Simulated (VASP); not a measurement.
# Mg3CdSe2O2 (P-4m2) in VASP: phonons with PBE

Aim: the phonons of Mg3CdSe2O2 with PBE.

Program: VASP 6.6.1. These are calculated values, not measurements. Logs are shortened: lines on timing, memory, paths and dates and some standing lists are left out, and cuts for length are marked.

**1. The crystal as given**

The structure is tetragonal, space group P-4m2 (No. 115). Conventional cell: a = 3.889 Å, b = 3.889 Å, c = 9.810 Å, α = 90.00°, β = 90.00°, γ = 90.00°. Around Mg (site symmetry -4m2) lie 4 O at 2.04 Å. Mg (site symmetry 2mm) is surrounded by 2 O at 2.14 Å. Around Cd (site symmetry -4m2) lie 4 Se at 2.63 Å. Se (site symmetry 2mm) has 2 Mg at 2.54 Å and 2 Cd at 2.63 Å as nearest neighbours. O (site symmetry 2mm) is surrounded by 4 Mg at 2.04 to 2.14 Å.

The cell was built by a generator and needn't be a form met in nature.

**2. Phonons, PBE**

POSCAR

```
Mg3CdSe2O2
1.0
    3.8888500000      0.0000000000      0.0000000000
    0.0000000000      3.8888500000      0.0000000000
    0.0000000000      0.0000000000      9.8099500000
Mg Cd Se O
3 1 2 2
Direct
    0.0000000000      0.0000000000      0.5000000000
    0.5000000000      0.5000000000      0.3480200000
    0.5000000000      0.5000000000      0.6519800000
    0.0000000000      0.0000000000      0.0000000000
    0.5000000000      0.0000000000      0.1806570000
    0.0000000000      0.5000000000      0.8193430000
    0.5000000000      0.0000000000      0.5618630000
    0.0000000000      0.5000000000      0.4381370000
```

INCAR.step1

```
SYSTEM = Mg3CdSe2O2
  ALGO = Fast
  EDIFF = 1E-8
  EDIFFG = -0.002
  ENCUT = 520
  GGA = PE
  IBRION = 2
  ISIF = 3
  ISMEAR = 0
  KPAR = 4
  LASPH = .True.
  LCHARG = .False.
  LREAL = .False.
  LWAVE = .False.
  NELM = 60
  NSW = 40
  PREC = Accurate
  SIGMA = 0.03
```

INCAR.step2

```
SYSTEM = Mg3CdSe2O2
  ALGO = Fast
  EDIFF = 1E-8
  ENCUT = 520
  GGA = PE
  IBRION = 6
  ISIF = 2
  ISMEAR = 0
  KPAR = 4
  LASPH = .True.
  LCHARG = .False.
  LREAL = .False.
  LWAVE = .False.
  NELM = 60
  NFREE = 2
  NSW = 1
  POTIM = 0.015
  PREC = Accurate
  SIGMA = 0.03
```

KPOINTS

```
k-points
0
Gamma
  6 6 4
  0 0 0
```

Potentials or basis: VASP PAW PBE potentials, release 64 (Mg, Cd, Se, O).

Launch:

```console
> cat potpaw_PBE.64/Mg/POTCAR potpaw_PBE.64/Cd/POTCAR potpaw_PBE.64/Se/POTCAR potpaw_PBE.64/O/POTCAR > POTCAR
> cp INCAR.step1 INCAR
> mpirun -np 4 vasp_std > vasp.out
> cp CONTCAR POSCAR
> cp INCAR.step2 INCAR
> mpirun -np 4 vasp_std > vasp.out
```

OUTCAR:

```text
SYSTEM = Mg3CdSe2O2
   EDIFF = 1E-8
   ENCUT = 520
   GGA = PE
   IBRION = 6
   ISIF = 2
   ISMEAR = 0
   LASPH = .True.
   LREAL = .False.
   NELM = 60
   NFREE = 2
   NSW = 1
   POTIM = 0.015
   PREC = Accurate

 ion  position               nearest neighbor table
   1  0.000  0.000  0.500-   7 2.04   8 2.04   8 2.04   7 2.04   2 3.13   3 3.13   2 3.13   2 3.13
                             3 3.13   3 3.13   2 3.13   3 3.13
   2  0.500  0.500  0.348-   8 2.14   8 2.14   5 2.55   5 2.55   3 2.98   1 3.13   1 3.13   1 3.13
                             1 3.13
   3  0.500  0.500  0.652-   7 2.14   7 2.14   6 2.55   6 2.55   2 2.98   1 3.13   1 3.13   1 3.13
                             1 3.13
   4  0.000  0.000  0.000-   5 2.63   6 2.63   6 2.63   5 2.63
   5  0.500  0.000  0.181-   2 2.55   2 2.55   4 2.63   4 2.63
   6  0.000  0.500  0.819-   3 2.55   3 2.55   4 2.63   4 2.63
   7  0.500  0.000  0.562-   1 2.04   1 2.04   3 2.14   3 2.14
   8  0.000  0.500  0.438-   1 2.04   1 2.04   2 2.14   2 2.14

  LATTYP: Found a simple tetragonal cell.
 ALAT       =     3.8880304426
 C/A-ratio  =     2.5243973063

  Lattice vectors:

 A1 = (   3.8880304426,   0.0000000000,   0.0000000000)
 A2 = (   0.0000000000,   3.8880304426,   0.0000000000)
 A3 = (   0.0000000000,   0.0000000000,   9.8149335761)

Analysis of symmetry for initial positions (statically):
=====================================================================
 Subroutine PRICEL returns:
 Original cell was already a primitive cell.

 Routine SETGRP: Setting up the symmetry group for a
 simple tetragonal supercell.

 Subroutine GETGRP returns: Found  8 space group operations
 (whereof  8 operations were pure point group operations)
 out of a pool of 16 trial point group operations.

The static configuration has the point symmetry D_2d.

Analysis of symmetry for dynamics (positions and initial velocities):
=====================================================================
 Subroutine PRICEL returns:
 Original cell was already a primitive cell.

 Routine SETGRP: Setting up the symmetry group for a
 simple tetragonal supercell.

 Subroutine GETGRP returns: Found  8 space group operations
[... 383 lines left out ...]
  ext. energy  EPLUGINS =         0.00000000
  ---------------------------------------------------
  free energy    TOTEN  =       -35.26767577 eV

  energy without entropy =      -35.26767577  energy(sigma->0) =      -35.26767577

 E-fermi :   2.2360     XC(G=0):  -9.2338

 val. band max:        2.0730026618   @ k =   0.0000   0.3333  -0.5000
 cond. band min:       3.1627589137   @ k =   0.0000   0.0000   0.0000
 fundamental gap:      1.0897562519
 Fermi energy:         2.2360486705

 k-point     1 :       0.0000    0.0000    0.0000
  band No.  band energies     occupation
      1     -15.6557      2.00000
      2     -14.8485      2.00000
      3     -10.2614      2.00000
      4     -10.0369      2.00000
      5      -5.7532      2.00000
      6      -5.7113      2.00000
[... 685 lines left out ...]
     25       7.4041      0.00000
     26       8.3539      0.00000

 [... further k-points ...]

------------------------ aborting loop because EDIFF is reached ----------------------------------------

  FORCE on cell =-STRESS in cart. coord.  units (eV):
  Direction    XX          YY          ZZ          XY          YZ          ZX
  --------------------------------------------------------------------------------------
  -------------------------------------------------------------------------------------
  Total        0.0714431     -0.0199024     -0.0292238      0.0000000      0.0000000      0.0000000
  in kB        0.7714789     -0.2149158     -0.3155736      0.0000000      0.0000000      0.0000000
  external PRESSURE =       0.0803298 kB  Pullay stress =       0.0000000 kB
[... 23 lines left out ...]
  FREE ENERGIE OF THE ION-ELECTRON SYSTEM (eV)
  ---------------------------------------------------
  free  energy   TOTEN  =       -35.2676757661 eV

  energy  without entropy=      -35.2676757661  energy(sigma->0) =      -35.26767577

 INTERNAL STRAIN TENSORS FROM DISPLACED ATOMS
 ============================================

 INTERNAL STRAIN TENSOR FOR ION    1 for displacements in x,y,z  (eV/Angst):
          X           Y           Z          XY          YZ          ZX
  --------------------------------------------------------------------------------
  x     0.00000     0.00000     0.00000     0.00000     0.00000     3.77881
  y     0.00000     0.00000     0.00000     0.00000    -3.77881     0.00000
  z     2.99106    -2.99106     0.00000     0.00000     0.00000     0.00000

 INTERNAL STRAIN TENSOR FOR ION    8 for displacements in x,y,z  (eV/Angst):
          X           Y           Z          XY          YZ          ZX
  --------------------------------------------------------------------------------
  x     0.00000     0.00000     0.00000     0.00000     0.00000    -1.59007
  y     0.00000     0.00000     0.00000     0.00000     5.20835     0.00000
  z    -1.31040     4.81083    -1.61461     0.00000     0.00000     0.00000

 Eigenvectors and eigenvalues of the dynamical matrix
 ----------------------------------------------------

   1 f  =   15.547316 THz    97.686665 2PiTHz  518.602628 cm-1    64.298502 meV
             X         Y         Z           dx          dy          dz
      0.000000  0.000000  4.907467    -0.499200    0.033745   -0.000000
      1.944015  1.944015  3.415644     0.044342    0.004799    0.000000
      1.944015  1.944015  6.399290    -0.070989   -0.002997   -0.000000
      0.000000  0.000000  0.000000    -0.001921    0.000130    0.000000
      1.944015  0.000000  1.772976     0.001541   -0.000058   -0.000000
      0.000000  1.944015  8.041958     0.000864   -0.000104   -0.000000
      1.944015  0.000000  5.514555     0.838468    0.012863    0.000000
      0.000000  1.944015  4.300379    -0.190288   -0.056678    0.000000
[... 243 lines left out ...]
  24 f/i=    0.008412 THz     0.052851 2PiTHz    0.280579 cm-1     0.034787 meV
             X         Y         Z           dx          dy          dz
      0.000000  0.000000  4.907467    -0.165925    0.195072   -0.000000
      1.944015  1.944015  3.415644    -0.165898    0.195476   -0.000000
      1.944015  1.944015  6.399290    -0.166268    0.195040   -0.000000
      0.000000  0.000000  0.000000    -0.351772    0.413566   -0.000000
      1.944015  0.000000  1.772976    -0.295835    0.352044   -0.000000
      0.000000  1.944015  8.041958    -0.299442    0.347803   -0.000000
      1.944015  0.000000  5.514555    -0.134539    0.157975   -0.000000
      0.000000  1.944015  4.300379    -0.134371    0.158173   -0.000000

 ELASTIC MODULI CONTR FROM IONIC RELAXATION (kBar)
 Direction    XX          YY          ZZ          XY          YZ          ZX
 --------------------------------------------------------------------------------
 XX        -348.3249    323.8049     12.0958      0.0000      0.0000      0.0000
 YY         323.8049   -348.3249     12.0958      0.0000     -0.0000     -0.0000
 ZZ          12.0958     12.0958    -52.5782      0.0000     -0.0000     -0.0000
 XY           0.0000      0.0000      0.0000      0.0000      0.0000      0.0000
 YZ           0.0000     -0.0000     -0.0000      0.0000   -303.6553      0.0000
 ZX           0.0000     -0.0000     -0.0000      0.0000      0.0000   -303.6552
 --------------------------------------------------------------------------------
```

OUTCAR.step1:

```text
SYSTEM = Mg3CdSe2O2
   EDIFF = 1E-8
   EDIFFG = -0.002
   ENCUT = 520
   GGA = PE
   IBRION = 2
   ISIF = 3
   ISMEAR = 0
[... 1108 lines left out ...]
  -------------------------------------------------------------------------------------
  Total       -0.0015142     -0.0015142     -0.0036191      0.0000000      0.0000000     -0.0000000
  in kB       -0.0163507     -0.0163507     -0.0390809      0.0000000      0.0000000     -0.0000000
  external PRESSURE =      -0.0239274 kB  Pullay stress =       0.0000000 kB
[... 23 lines left out ...]
  FREE ENERGIE OF THE ION-ELECTRON SYSTEM (eV)
  ---------------------------------------------------
  free  energy   TOTEN  =       -35.2683415021 eV

  energy  without entropy=      -35.2683415021  energy(sigma->0) =      -35.26834150

 reached required accuracy - stopping structural energy minimisation
```

OSZICAR.step1:

```text
N       E                     dE             d eps       ncg     rms          rms(c)
DAV:   1     0.261644845348E+03    0.26164E+03   -0.19527E+04  1568   0.142E+03
[... 44 lines left out ...]
DAV:   1    -0.352683638745E+02   -0.23548E-04   -0.62303E-04  1664   0.202E-01    0.335E-02
RMM:   2    -0.352683442020E+02    0.19672E-04   -0.70423E-05  1560   0.588E-02    0.119E-02
RMM:   3    -0.352683427111E+02    0.14909E-05   -0.80604E-06  1560   0.157E-02    0.680E-03
RMM:   4    -0.352683418008E+02    0.91025E-06   -0.16626E-06  1560   0.673E-03    0.355E-03
RMM:   5    -0.352683416526E+02    0.14821E-06   -0.24355E-07  1543   0.249E-03    0.202E-03
RMM:   6    -0.352683415080E+02    0.14464E-06   -0.30842E-07  1489   0.262E-03    0.959E-04
RMM:   7    -0.352683414922E+02    0.15784E-07   -0.67409E-08  1261   0.132E-03    0.233E-04
RMM:   8    -0.352683415021E+02   -0.99421E-08   -0.23618E-08  1074   0.716E-04
   5 F= -.35268342E+02 E0= -.35268342E+02  d E =-.116889E-05
```

Wall time 9.2 min (4 MPI ranks of Intel Xeon 6975P-C (Granite Rapids), shared host); peak memory 0.55 GiB.

Results:

```
Highest phonon frequency at Γ, LO-TO splitting left out : 519 cm⁻¹
```

Phonon frequencies in cm⁻¹ (negative: imaginary):
| q point | frequencies |
| --- | --- |
| (0.000, 0.000, 0.000) | 0 0 0 38 38 99 99 129 150 162 162 190 242 242 247 263 292 292 374 374 378 428 519 519 |
